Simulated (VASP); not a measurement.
# TiPt3 with r2SCAN: from relaxation to properties

What structure does TiPt3 take at this level, and what are its properties? The steps: relaxing cell and atoms (r2SCAN), second relaxation, density, ELF and potential (r2SCAN), band structure (r2SCAN), total and projected DOS (r2SCAN), volume scan with r2SCAN, fit for r2SCAN and optical spectrum (r2SCAN). The start is a cell from a database of measured crystal structures.

Main program and level: VASP 6.6.1; r2SCAN; plane waves and PAW (Ti_sv, Pt).

The database entry behind the starting cell is an old determination (1943), so it need not match the best structure at ambient conditions.

### Step 1. The structure

Before any relaxation, the start is as follows. It takes space group Pm-3m (No. 221, cubic). The conventional cell has a = 3.897 Å, b = 3.897 Å, c = 3.897 Å, α = 90.00°, β = 90.00°, γ = 90.00°. Ti has 12 Pt at 2.76 Å nearest. Nearest to Pt lie 4 Ti at 2.76 Å and 8 Pt at 2.76 Å. Farther neighbours are not listed.

### Step 2. Relaxing cell and atoms (r2SCAN)

The start need not lie at this functional's minimum. ISIF = 3 frees volume, shape and positions, and EDIFFG sets the threshold on forces and stress at which the search stops. r2SCAN adds the kinetic-energy density, costs more than a GGA and is run with LASPH.

INCAR

```
SYSTEM = TiPt3
PREC = Accurate
ENCUT = 400
EDIFF = 1E-06
NELM = 100
ISMEAR = 1
SIGMA = 0.2
LREAL = .FALSE.
ALGO = Normal
METAGGA = R2SCAN
LASPH = .TRUE.
NBANDS = 27
LORBIT = 11
LWAVE = .FALSE.
LCHARG = .FALSE.
KPAR = 4
IBRION = 2
NSW = 60
ISIF = 3
EDIFFG = -0.01
```

POSCAR

```
TiPt3
1.0
    3.8970000000      0.0000000000      0.0000000000
    0.0000000000      3.8970000000      0.0000000000
    0.0000000000      0.0000000000      3.8970000000
Ti Pt
1 3
Direct
    0.0000000000      0.0000000000      0.0000000000
    0.0000000000      0.5000000000      0.5000000000
    0.5000000000      0.0000000000      0.5000000000
    0.5000000000      0.5000000000      0.0000000000
```

KPOINTS

```
Automatic mesh
0
Gamma
7 7 7
0 0 0
```

Potentials, in the order of the species: Ti_sv and Pt (PBE family, release 64).

Started as:

```
$ mpirun -np 4 vasp_std
```

The log of the run:

```text
[banner, memory and clock lines left out]
running    4 mpi-ranks, on    1 nodes
 distrk:  each k-point on    1 cores,    4 groups
 distr:  one band on    1 cores,    1 groups

 POSCAR found type information on POSCAR TiPt
 POSCAR found :  2 types and       4 ions
|                                                                             |
|               ----> ADVICE to this user running VASP <----                  |
|                                                                             |
|     You enforced a specific xc type in the INCAR file but a different       |
|     [... a line on the potential file left out ...]
|     I HOPE YOU KNOW WHAT YOU ARE DOING!                                     |
|                                                                             |

 LDA part: xc-table for (None), standard interpolation
 POSCAR, INCAR and KPOINTS ok, starting setup
 FFT: planning ... GRIDC
 FFT: planning ... GRID_SOFT
 FFT: planning ... GRID
 WAVECAR not read
 entering main loop
       N       E                     dE             d eps       ncg     rms          rms(c)
DAV:   1     0.194935489148E+03    0.19494E+03   -0.18350E+04  1080   0.143E+03
DAV:   2    -0.157786741180E+03   -0.35272E+03   -0.33893E+03  1163   0.391E+02
DAV:   3    -0.185224082924E+03   -0.27437E+02   -0.26238E+02  1453   0.104E+02
DAV:   4    -0.186085580026E+03   -0.86150E+00   -0.85807E+00  1404   0.178E+01
DAV:   5    -0.186109651485E+03   -0.24071E-01   -0.24064E-01  1412   0.284E+00    0.238E+01
DAV:   6    -0.171171560157E+03    0.14938E+02   -0.15650E+01  1298   0.395E+01    0.917E+00
DAV:   7    -0.171688343825E+03   -0.51678E+00   -0.71406E+00  1546   0.182E+01    0.891E+00
DAV:   8    -0.171088571853E+03    0.59977E+00   -0.21115E+00  1444   0.967E+00    0.348E+00
DAV:   9    -0.171113077892E+03   -0.24506E-01   -0.96281E-02  1279   0.248E+00    0.825E-01
DAV:  10    -0.171107967853E+03    0.51100E-02   -0.72463E-02  1433   0.204E+00    0.431E-01
DAV:  11    -0.171105748662E+03    0.22192E-02   -0.11975E-02  1533   0.647E-01    0.667E-02
DAV:  12    -0.171105783114E+03   -0.34452E-04   -0.49972E-04  1340   0.156E-01    0.494E-02
DAV:  13    -0.171105771101E+03    0.12014E-04   -0.21725E-04  1524   0.110E-01    0.225E-02
DAV:  14    -0.171105769233E+03    0.18674E-05   -0.51131E-05  1397   0.459E-02    0.842E-03
DAV:  15    -0.171105767601E+03    0.16326E-05   -0.45609E-06  1076   0.141E-02    0.202E-03
DAV:  16    -0.171105767448E+03    0.15290E-06   -0.48836E-07   652   0.591E-03
   1 F= -.17110577E+03 E0= -.17110961E+03  d E =-.171106E+03
 curvature:   0.00 expect dE= 0.000E+00 dE for cont linesearch  0.000E+00
 trial: gam= 0.00000 g(F)=  0.000E+00 g(S)=  0.157E+00 ort = 0.000E+00 (trialstep = 0.100E+01)
 search vector abs. value=  0.157E+00
 bond charge predicted
       N       E                     dE             d eps       ncg     rms          rms(c)
DAV:   1    -0.173248706628E+03   -0.21429E+01   -0.55113E+01  1136   0.673E+01    0.105E+01
DAV:   2    -0.171071440495E+03    0.21773E+01   -0.78074E+00  1148   0.210E+01    0.525E+00
DAV:   3    -0.171183646756E+03   -0.11221E+00   -0.26703E+00  1480   0.112E+01    0.347E+00
DAV:   4    -0.170956716533E+03    0.22693E+00   -0.90924E-01  1393   0.580E+00    0.198E+00
DAV:   5    -0.170982492821E+03   -0.25776E-01   -0.10168E-01  1665   0.136E+00    0.730E-01
DAV:   6    -0.170991459749E+03   -0.89669E-02   -0.22942E-02  1606   0.792E-01    0.415E-01
DAV:   7    -0.170991181172E+03    0.27858E-03   -0.80466E-03  1457   0.574E-01    0.695E-02
DAV:   8    -0.170991217608E+03   -0.36436E-04   -0.59880E-04  1465   0.153E-01    0.422E-02
DAV:   9    -0.170991204907E+03    0.12701E-04   -0.16776E-04  1439   0.787E-02    0.227E-02
DAV:  10    -0.170991201192E+03    0.37151E-05   -0.31619E-05  1465   0.309E-02    0.285E-03
DAV:  11    -0.170991201038E+03    0.15362E-06   -0.17866E-06   809   0.968E-03
   2 F= -.17099120E+03 E0= -.17099589E+03  d E =0.114566E+00
 trial-energy change:    0.114566  1 .order    0.105798   -0.156636    0.368232
 step:   0.2783(harm=  0.2984)  dis= 0.00000  next Energy=  -171.127374 (dE=-0.216E-01)
 bond charge predicted
       N       E                     dE             d eps       ncg     rms          rms(c)
DAV:   1    -0.172291584500E+03   -0.13004E+01   -0.28259E+01  1142   0.464E+01    0.794E+00
DAV:   2    -0.171264505543E+03    0.10271E+01   -0.44085E+00  1114   0.143E+01    0.394E+00
DAV:   3    -0.171332355697E+03   -0.67850E-01   -0.26255E+00  1532   0.103E+01    0.412E+00
DAV:   4    -0.171111676181E+03    0.22068E+00   -0.14302E+00  1420   0.639E+00    0.126E+00
DAV:   5    -0.171120322676E+03   -0.86465E-02   -0.10300E-01  1480   0.155E+00    0.506E-01
DAV:   6    -0.171124380982E+03   -0.40583E-02   -0.79234E-03  1328   0.507E-01    0.234E-01
DAV:   7    -0.171126655653E+03   -0.22747E-02   -0.56357E-03  1711   0.288E-01    0.676E-02
DAV:   8    -0.171126760343E+03   -0.10469E-03   -0.49576E-04  1272   0.115E-01    0.310E-02
DAV:   9    -0.171126761434E+03   -0.10909E-05   -0.48130E-05  1410   0.497E-02    0.714E-03
DAV:  10    -0.171126761964E+03   -0.52935E-06   -0.33447E-06  1001   0.118E-02
   3 F= -.17112676E+03 E0= -.17113082E+03  d E =-.209945E-01
 curvature:  -0.15 expect dE=-0.296E-05 dE for cont linesearch -0.296E-05
 trial: gam= 0.00000 g(F)=  0.472E-63 g(S)=  0.199E-04 ort =-0.176E-02 (trialstep = 0.856E+00)
 search vector abs. value=  0.199E-04
 reached required accuracy - stopping structural energy minimisation
```

Wall time 70 s (4 MPI ranks of AMD EPYC 7R43, shared host); peak memory 0.61 GiB; 4.6 min of CPU time.

Lines that name or quote the potential files are left out of all logs, and their timing lines are given in words.

OUTCAR, selected parts (step 2):

```text
ion  position               nearest neighbor table
   1  0.000  0.000  0.000-   2 2.76   3 2.76   4 2.76   2 2.76   3 2.76   2 2.76   4 2.76   2 2.76
                             3 2.76   4 2.76   3 2.76   4 2.76
   2  0.000  0.500  0.500-   1 2.76   3 2.76   4 2.76   1 2.76   4 2.76   1 2.76   3 2.76   1 2.76
                             3 2.76   4 2.76   4 2.76   3 2.76
   3  0.500  0.000  0.500-   1 2.76   2 2.76   4 2.76   1 2.76   4 2.76   2 2.76   4 2.76   4 2.76
                             1 2.76   2 2.76   1 2.76   2 2.76
   4  0.500  0.500  0.000-   1 2.76   2 2.76   3 2.76   2 2.76   3 2.76   1 2.76   3 2.76   3 2.76
                             1 2.76   2 2.76   2 2.76   1 2.76

  LATTYP: Found a simple cubic cell.
 ALAT       =     3.8970000000

 Subroutine GETGRP returns: Found 48 space group operations
 (whereof 48 operations were pure point group operations)

The static configuration has the point symmetry O_h .

 Found     20 irreducible k-points:

   k-points           NKPTS =     20   k-points in BZ     NKDIM =     20   number of bands    NBANDS=     27

   dimension x,y,z NGX =    28 NGY =   28 NGZ =   28
   dimension x,y,z NGXF=    56 NGYF=   56 NGZF=   56

   ENCUT  =  400.0 eV  29.40 Ry    5.42 a.u.   6.36  6.36  6.36*2*pi/ulx,y,z

   NELECT =      42.0000    total number of electrons

 k-points in reciprocal lattice and weights: Automatic mesh
   0.00000000  0.00000000  0.00000000       0.003
   0.14285714  0.00000000  0.00000000       0.017
   0.28571429  0.00000000  0.00000000       0.017
   0.42857143  0.00000000  0.00000000       0.017
   0.14285714  0.14285714  0.00000000       0.035
   0.28571429  0.14285714  0.00000000       0.070
   0.42857143  0.14285714  0.00000000       0.070
   0.28571429  0.28571429  0.00000000       0.035
   0.42857143  0.28571429  0.00000000       0.070
[...]
0.42857143  0.42857143  0.28571429       0.070
   0.42857143  0.42857143  0.42857143       0.023

 average (electrostatic) potential at core
       1 -75.6365       2 -68.5659       3 -68.5659       4 -68.5659

 E-fermi :  11.4332

 k-point     1 :       0.0000    0.0000    0.0000
  band No.  band energies     occupation
    ...
     16       9.6092      2.00000
     17      10.7856      2.00005
     18      11.4006      1.27155
     19      11.4006      1.27155
     20      11.4006      1.27155
     21      12.8346     -0.00000
     22      12.8346     -0.00000
     23      13.0053     -0.00000
     24      13.0053     -0.00000
     25      13.0053     -0.00000
    ...

 k-point     2 :       0.1429    0.0000    0.0000
  band No.  band energies     occupation
    ...
     16       9.6391      2.00000
     17      10.3779      2.00000
     18      10.3779      2.00000
     19      10.5381      2.00000
     20      11.4013      1.26637
     21      11.6481     -0.06245
     22      12.5180     -0.00000
     23      12.5180     -0.00000
     24      12.7132     -0.00000
     25      12.8382     -0.00000
    ...

 k-point     3 :       0.2857    0.0000    0.0000
  band No.  band energies     occupation
    ...
     17       9.0162      2.00000
     18       9.5751      2.00000
     19       9.6018      2.00000
     20       9.9585      2.00000
     21      11.4028      1.25366
     22      11.8312     -0.01650
     23      11.8312     -0.01650
     24      12.4025     -0.00000
     25      12.4508     -0.00000
     26      13.3722     -0.00000
    ...

  Total       -0.0234233     -0.0234233     -0.0234233      0.0000000      0.0000000      0.0000000
  in kB       -0.6210114     -0.6210114     -0.6210114      0.0000000      0.0000000      0.0000000
  external PRESSURE =      -0.6210114 kB  Pullay stress =       0.0000000 kB

  energy-cutoff  :      400.00
  volume of cell :       60.43
      direct lattice vectors                 reciprocal lattice vectors
     3.924215156  0.000000000 -0.000000000     0.254828026 -0.000000000 -0.000000000
     0.000000000  3.924215156 -0.000000000    -0.000000000  0.254828026 -0.000000000
     0.000000000  0.000000000  3.924215156     0.000000000  0.000000000  0.254828026

 POSITION                                       TOTAL-FORCE (eV/Angst)
 -----------------------------------------------------------------------------------
      0.00000      0.00000      0.00000        -0.000000     -0.000000      0.000000
      0.00000      1.96211      1.96211         0.000000     -0.000000      0.000000
      1.96211      0.00000      1.96211        -0.000000      0.000000      0.000000
      1.96211      1.96211     -0.00000        -0.000000     -0.000000      0.000000
 -----------------------------------------------------------------------------------
    total drift:                                0.000000      0.000000      0.000000

  FREE ENERGIE OF THE ION-ELECTRON SYSTEM (eV)
  ---------------------------------------------------
  free  energy   TOTEN  =      -171.1267619637 eV

  energy  without entropy=     -171.1389443170  energy(sigma->0) =     -171.13082275

 reached required accuracy - stopping structural energy minimisation

 total charge
# of ion       s       p       d       tot
------------------------------------------
    1        2.203   6.155   1.732  10.089
    2        0.694   0.655   8.067   9.415
    3        0.694   0.655   8.067   9.415
    4        0.694   0.655   8.067   9.415
--------------------------------------------------
tot          4.284   8.118  25.934  38.336

[... 3 further parts left out ...]
```

CONTCAR:

```
TiPt3
   1.00000000000000
     3.9242151557943825    0.0000000000000000   -0.0000000000000000
     0.0000000000000000    3.9242151557943825   -0.0000000000000000
     0.0000000000000000    0.0000000000000000    3.9242151557943825
  Ti              Pt
     1     3
Direct
     0.0000000000000000    0.0000000000000000    0.0000000000000000
     0.0000000000000000    0.5000000000000000    0.5000000000000000
     0.5000000000000000    0.0000000000000000    0.5000000000000000
     0.5000000000000000    0.5000000000000000    0.0000000000000000
```

The k-mesh is coarse for a metal. The PAW data sets were made with PBE, which is usual practice but a small mismatch for other functionals. The run keeps the 48 symmetry operations of its start, so it cannot find a distortion of lower symmetry.

Relaxation path:

```csv
step,energy less that of the first step (eV),largest force (eV/Å),pressure (GPa),volume (Å³)
1,0.0000,0.0000,5.63,59.18
2,0.1146,0.0000,-12.29,63.75
3,-0.0210,0.0000,-0.06,60.43
```

```csv
"conventional cell, symmetrised",before,after,change
a (Å),3.897,3.924,+0.7 %
b (Å),3.897,3.924,+0.7 %
c (Å),3.897,3.924,+0.7 %
volume (Å³/atom),14.80,15.11,+2.1 %
```

Final coordinates:

```xyz
4
Lattice="3.9242 0.0000 0.0000 0.0000 3.9242 0.0000 0.0000 0.0000 3.9242" Properties=species:S:1:pos:R:3 pbc="T T T"
Ti    0.0000    0.0000    0.0000
Pt    0.0000    1.9621    1.9621
Pt    1.9621    0.0000    1.9621
Pt    1.9621    1.9621    0.0000
```

This step gave:

| Quantity | Value |
| --- | --- |
| electrons | 42 |
| bands | 27 |
| irreducible k-points | 20 |
| symmetry operations | 48 |
| free energy (TOTEN) | -171.1268 eV |
| energy at zero smearing | -171.1308 eV |
| Fermi energy | 11.43 eV |
| pressure | -0.06210 GPa |
| metallic | yes |
| SCF cycles over all ionic steps | 37 |

It ends with forces that vanish by symmetry and a pressure of -0.06 GPa. The volume lies +2.1 % from that of the database's start.

### Step 3. Second relaxation

The basis stayed that of the start cell while the cell moved. A rerun from the cell reached resets it; the error of the finite cutoff stays.

INCAR is that of step 2.

POSCAR

```
TiPt3
1.0
    3.9242151558      0.0000000000      0.0000000000
    0.0000000000      3.9242151558      0.0000000000
    0.0000000000      0.0000000000      3.9242151558
Ti Pt
1 3
Direct
    0.0000000000      0.0000000000      0.0000000000
    0.0000000000      0.5000000000      0.5000000000
    0.5000000000      0.0000000000      0.5000000000
    0.5000000000      0.5000000000      0.0000000000
```

KPOINTS is that of step 2.

Started as:

```
$ mpirun -np 4 vasp_std
```

The log of the run:

```text
[banner, memory and clock lines left out]
running    4 mpi-ranks, on    1 nodes
 distrk:  each k-point on    1 cores,    4 groups
 distr:  one band on    1 cores,    1 groups

 POSCAR found type information on POSCAR TiPt
 POSCAR found :  2 types and       4 ions
 [... a notice as in an earlier step ...]

 LDA part: xc-table for (None), standard interpolation
 POSCAR, INCAR and KPOINTS ok, starting setup
 FFT: planning ... GRIDC
 FFT: planning ... GRID_SOFT
 FFT: planning ... GRID
 WAVECAR not read
 entering main loop
       N       E                     dE             d eps       ncg     rms          rms(c)
DAV:   1     0.188437073958E+03    0.18844E+03   -0.18282E+04  1080   0.143E+03
DAV:   2    -0.159372607882E+03   -0.34781E+03   -0.33469E+03  1161   0.391E+02
DAV:   3    -0.185297867075E+03   -0.25925E+02   -0.24838E+02  1384   0.102E+02
DAV:   4    -0.186293603167E+03   -0.99574E+00   -0.99128E+00  1433   0.192E+01
DAV:   5    -0.186322762949E+03   -0.29160E-01   -0.29152E-01  1362   0.303E+00    0.227E+01
DAV:   6    -0.171198944146E+03    0.15124E+02   -0.16608E+01  1328   0.398E+01    0.880E+00
DAV:   7    -0.171754546637E+03   -0.55560E+00   -0.80411E+00  1534   0.189E+01    0.882E+00
DAV:   8    -0.171107593224E+03    0.64695E+00   -0.21428E+00  1447   0.958E+00    0.349E+00
DAV:   9    -0.171145568578E+03   -0.37975E-01   -0.15584E-01  1393   0.294E+00    0.118E+00
DAV:  10    -0.171132705296E+03    0.12863E-01   -0.14281E-01  1478   0.268E+00    0.541E-01
DAV:  11    -0.171129301761E+03    0.34035E-02   -0.17575E-02  1569   0.733E-01    0.662E-02
DAV:  12    -0.171129371585E+03   -0.69824E-04   -0.67753E-04  1287   0.182E-01    0.616E-02
DAV:  13    -0.171129342777E+03    0.28808E-04   -0.43302E-04  1571   0.152E-01    0.360E-02
DAV:  14    -0.171129330740E+03    0.12037E-04   -0.94115E-05  1440   0.586E-02    0.584E-03
DAV:  15    -0.171129330685E+03    0.55035E-07   -0.34877E-06  1063   0.138E-02
   1 F= -.17112933E+03 E0= -.17113339E+03  d E =-.171129E+03
 curvature:   0.00 expect dE= 0.000E+00 dE for cont linesearch  0.000E+00
 trial: gam= 0.00000 g(F)=  0.000E+00 g(S)=  0.176E-04 ort = 0.000E+00 (trialstep = 0.100E+01)
 search vector abs. value=  0.176E-04
 reached required accuracy - stopping structural energy minimisation
```

It took 28 s on 4 MPI ranks; peak memory 0.53 GiB; 1.8 min of CPU time.

Parts of OUTCAR (step 3):

```text
  LATTYP: Found a simple cubic cell.
 ALAT       =     3.9242151558

The static configuration has the point symmetry O_h .

 Found     20 irreducible k-points:

   ENCUT  =  400.0 eV  29.40 Ry    5.42 a.u.   6.40  6.40  6.40*2*pi/ulx,y,z

   NELECT =      42.0000    total number of electrons

 E-fermi :  11.4332

 k-point     1 :       0.0000    0.0000    0.0000
  band No.  band energies     occupation
    ...
     16       9.6091      2.00000
     17      10.7855      2.00005
     18      11.4005      1.27261
     19      11.4005      1.27261
     20      11.4005      1.27261
     21      12.8347     -0.00000
     22      12.8347     -0.00000
     23      13.0054     -0.00000
     24      13.0054     -0.00000
     25      13.0054     -0.00000
    ...

 k-point     2 :       0.1429    0.0000    0.0000
  band No.  band energies     occupation
    ...
     16       9.6389      2.00000
     17      10.3777      2.00000
     18      10.3777      2.00000
     19      10.5378      2.00000
     20      11.4011      1.26753
     21      11.6481     -0.06248
     22      12.5181     -0.00000
     23      12.5181     -0.00000
     24      12.7129     -0.00000
     25      12.8383     -0.00000
    ...

  Total       -0.0220670     -0.0220670     -0.0220670      0.0000000      0.0000000      0.0000000
  in kB       -0.5850524     -0.5850524     -0.5850524      0.0000000      0.0000000      0.0000000
  external PRESSURE =      -0.5850524 kB  Pullay stress =       0.0000000 kB

  energy-cutoff  :      400.00
  volume of cell :       60.43
      direct lattice vectors                 reciprocal lattice vectors
     3.924215156  0.000000000  0.000000000     0.254828026  0.000000000  0.000000000
     0.000000000  3.924215156  0.000000000     0.000000000  0.254828026  0.000000000
     0.000000000  0.000000000  3.924215156     0.000000000  0.000000000  0.254828026

 POSITION                                       TOTAL-FORCE (eV/Angst)
 -----------------------------------------------------------------------------------
      0.00000      0.00000      0.00000         0.000000      0.000000      0.000000
      0.00000      1.96211      1.96211         0.000000      0.000000      0.000000
      1.96211      0.00000      1.96211         0.000000      0.000000      0.000000
      1.96211      1.96211      0.00000         0.000000      0.000000      0.000000
 -----------------------------------------------------------------------------------
    total drift:                                0.000000      0.000000      0.000000

  FREE ENERGIE OF THE ION-ELECTRON SYSTEM (eV)
  ---------------------------------------------------
  free  energy   TOTEN  =      -171.1293306847 eV

  energy  without entropy=     -171.1415117058  energy(sigma->0) =     -171.13339103

 total charge
# of ion       s       p       d       tot
------------------------------------------
    1        2.203   6.155   1.732  10.089
    2        0.694   0.654   8.067   9.415
    3        0.694   0.654   8.067   9.415
    4        0.694   0.654   8.067   9.415
--------------------------------------------------
tot          4.284   8.118  25.933  38.336

[... 5 parts as in an earlier step ...]

[... 6 further parts left out ...]
```

Little changed from the start: no atom moved by 0.005 Å and no cell edge by 0.1 %.

Numbers from this step:

| Item | Value |
| --- | --- |
| free energy (TOTEN) | -171.1293 eV |
| energy at zero smearing | -171.1334 eV |
| pressure | -0.05851 GPa |
| SCF cycles over all ionic steps | 15 |

It ends with forces that vanish by symmetry and a pressure of -0.06 GPa. The volume moved by under 0.01 %: the run met its threshold at the first step.

(Part 1 of 4 ends here.)

[Lines on the potential files, build, host, timing and source positions are cut from VASP's logs without a mark.]

[Logs are printed without paths, hosts, clocks, repeated set-up lines and the standing remarks that a program may print on its own settings, such as how far it seeks lower states.]

[Hosts, paths, dates, database ids (printed as entryN), source tags and the programs' standing remarks are cut or masked in the printed files.]

[A measured line is paired with the nearest computed mode of its activity, which favours agreement.]
